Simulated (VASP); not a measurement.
Computed with PBEsol GGA, VASP's PBE PAW potentials (set 64) (plane waves; VASP).

Input for VASP

KPOINTS:
```
k-points along high-symmetry lines
12
Line-mode
Reciprocal
  0.000000   0.000000   0.000000 ! GAMMA
  0.000000   0.500000   0.000000 ! X

  0.500000   0.000000   0.000000 ! Y
  0.000000   0.000000   0.000000 ! GAMMA

  0.000000   0.000000   0.000000 ! GAMMA
  0.000000   0.000000  -0.500000 ! Z

 -0.500000  -0.500000  -0.500000 ! R_2
  0.000000   0.000000   0.000000 ! GAMMA

  0.000000   0.000000   0.000000 ! GAMMA
 -0.500000   0.000000  -0.500000 ! T_2

  0.000000  -0.500000  -0.500000 ! U_2
  0.000000   0.000000   0.000000 ! GAMMA

  0.000000   0.000000   0.000000 ! GAMMA
 -0.500000   0.500000   0.000000 ! V_2
```

**POSCAR**
```
TiO2
1.0
  2.9506645400  -0.0000623419   0.0000223191
  0.0001068994   4.7134386504  -0.0061453407
  1.4748227656   0.2333788286   7.0551143748
Ti O
3 6
Cart
  2.9622952087   2.6063008038   4.8226554626
  1.4855416577   2.3444569687   2.2363789112
  0.0111201392   0.0017814600   0.0049579243
  2.9624630588   4.0484317599   6.1492282026
  1.4870755031   3.4415294611   3.8724213356
  2.9626349511   3.3091537969   1.3750905658
  1.4871157074   1.6414464510   5.6837034828
  2.9623361370   1.5090422741   3.1862987801
  1.4875729348   0.9023715118   0.9096578033
```

**INCAR**
```
SYSTEM = TiO2
PREC = Accurate
ENCUT = 520
EDIFF = 1E-7
NELM = 100
ALGO = Normal
LREAL = .FALSE.
LASPH = .TRUE.
ISMEAR = 0
SIGMA = 0.05
GGA = PS
LMAXMIX = 4
LWAVE = .FALSE.
LCHARG = .FALSE.
LORBIT = 11
ICHARG = 11
```

POTCAR, in this order: Ti_sv O (PBE.64 set). Program: vasp_std. Read from the step before: CHGCAR.

Output

OSZICAR:
```
       N       E                     dE             d eps       ncg     rms          rms(c)
DAV:   1     0.100609755496E+04    0.10061E+04   -0.38018E+04  7224   0.202E+03
DAV:   2     0.930332180111E+02   -0.91306E+03   -0.89039E+03  7453   0.588E+02
DAV:   3    -0.662047163668E+02   -0.15924E+03   -0.15213E+03 11023   0.207E+02
DAV:   4    -0.817457149808E+02   -0.15541E+02   -0.15355E+02 10952   0.635E+01
DAV:   5    -0.824603860431E+02   -0.71467E+00   -0.71353E+00 10519   0.117E+01
DAV:   6    -0.824756782176E+02   -0.15292E-01   -0.15287E-01 10667   0.192E+00
DAV:   7    -0.824761769788E+02   -0.49876E-03   -0.49872E-03 10464   0.294E-01
DAV:   8    -0.824761842083E+02   -0.72295E-05   -0.72291E-05 10617   0.371E-02
DAV:   9    -0.824761844005E+02   -0.19218E-06   -0.19224E-06  9683   0.576E-03
DAV:  10    -0.824761844044E+02   -0.38708E-08   -0.37961E-08  6320   0.880E-04
   1 F= -.82476184E+02 E0= -.82476184E+02  d E =-.923096E-18
```

File OUTCAR:
```
 val. band max:        3.8522581969   @ k =   0.0000   0.0000  -0.2273

 cond. band min:       6.0936132585   @ k =   0.0000   0.0000   0.0000



 k-point     1 :       0.0000    0.0000    0.0000
  band No.  band energies     occupation
      1     -52.5692      2.00000
      2     -52.4431      2.00000
      3     -52.4052      2.00000
      4     -28.9989      2.00000
      5     -28.9727      2.00000
      6     -28.9031      2.00000
      7     -28.7813      2.00000
      8     -28.7785      2.00000
      9     -28.7411      2.00000
     10     -28.6637      2.00000
     11     -28.6459      2.00000
     12     -28.5872      2.00000
     13     -14.0061      2.00000
     14     -13.0131      2.00000
     15     -12.9338      2.00000
     16     -12.3949      2.00000
     17     -12.3774      2.00000
     18     -12.0548      2.00000
     19      -1.2024      2.00000
     20      -0.9894      2.00000
     21      -0.6773      2.00000
     22      -0.5408      2.00000
     23       0.1026      2.00000
     24       0.2613      2.00000
     25       0.5471      2.00000
     26       0.5884      2.00000
     27       0.6220      2.00000
     28       1.2012      2.00000
     29       1.7381      2.00000
     30       2.2027      2.00000
     31       2.2634      2.00000
     32       2.9074      2.00000
     33       3.4110      2.00000
     34       3.4789      2.00000
     35       3.5623      2.00000
     36       3.7896      2.00000
     37       6.0936      0.00000
     38       6.5167      0.00000
     39       6.6303      0.00000
     40       6.7547      0.00000
     41       6.9925      0.00000
     42       7.0463      0.00000
     43       7.2736      0.00000

 k-point     2 :       0.0000    0.0455    0.0000
  band No.  band energies     occupation
      1     -52.5692      2.00000
      2     -52.4431      2.00000
      3     -52.4052      2.00000
      4     -29.0009      2.00000
      5     -28.9708      2.00000
      6     -28.9029      2.00000
...
```

The density is held fixed in this step, so its total energy and stress have no physical meaning.

The structure comes from a computed database's TiO2 entry; how it stands against other phases isn't given here. It was relaxed first.
